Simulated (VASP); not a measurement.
Here is a VASP 6.6.1 calculation.

Contents of INCAR:

```
SYSTEM = Ag
ALGO = Fast ; CSHIFT = 0.05
EDIFF = 1E-7 ; ENCUT = 520
GGA = PE ; ISIF = 2
ISMEAR = -1 ; LASPH = .TRUE.
LCHARG = .FALSE. ; LOPTICS = .TRUE.
LREAL = .FALSE. ; LWAVE = .FALSE.
NBANDS = 30 ; NEDOS = 1000
NELM = 80 ; PREC = Accurate
SIGMA = 0.05
```

The input KPOINTS:

```
k-points
0
G
  20 20 20
  0 0 0
```

Contents of POSCAR:

```
Ag
1.0
    0.0000000000      2.0430000000      2.0430000000
    2.0430000000      0.0000000000      2.0430000000
    2.0430000000      2.0430000000      0.0000000000
Ag
1
Direct
    0.0000000000      0.0000000000      0.0000000000
```

Potentials or basis: VASP PAW PBE potentials, release 64 (Ag).

Run with:

```sh
$ cat potpaw_PBE.64/Ag/POTCAR > POTCAR
$ mpirun -np 1 vasp_std > vasp.out
```

(1) Estimate the pressure.

(2) What does it give for the band gap on the k mesh?

Results:

(1) 4.5 GPa.

(2) none (metal or under the smearing width).
